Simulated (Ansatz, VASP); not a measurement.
# Two plane-wave programs on Si3IrRu

```xyz
5
Lattice="4.5504 0.0000 0.0000 0.0000 4.5504 0.0000 0.0000 0.0000 4.5504" Properties=species:S:1:pos:R:3 pbc="T T T"
Si    2.2752    0.0000    0.0000
Si    0.0000    2.2752    0.0000
Si    0.0000    0.0000    2.2752
Ru    2.2752    2.2752    2.2752
Ir    0.0000    0.0000    0.0000
```

Change from the starting cell: species swapped into the MgAgF3 type (Pm-3m, No. 221).

Alike in both runs: functional PBE; k mesh 4 × 4 × 4; occupations gaussian, width 0.1 eV; no spin polarisation.

Ansatz relaxed the structure, and its values are those at the end. VASP's run is a single point on that final structure, the one shown.

|  | VASP | Ansatz |
| --- | --- | --- |
| version | VASP 6.6.1 | Ansatz 0.2.0 |
| potentials or method | VASP PAW PBE potentials, release 64 (Si, Ru_pv, Ir) | scalar-relativistic, plane waves, PAW |
| plane-wave cutoff (eV) | 520 | 420 |
| valence electrons in the cell | 35 | 45 |

Ansatz gave:

* gap on the k mesh at the Fermi level (eV): none
* pressure (GPa): 0.2

Q: What did VASP give for the same quantities?

A: gap on the k mesh at the Fermi level (eV): none; pressure (GPa): 0.4.

A gap of «none» marks a metal or a gap that the smearing closes. The two sets of potentials don't hold the same shells in valence.

The runs have no spin-orbit coupling, so splittings on Ir are missing.
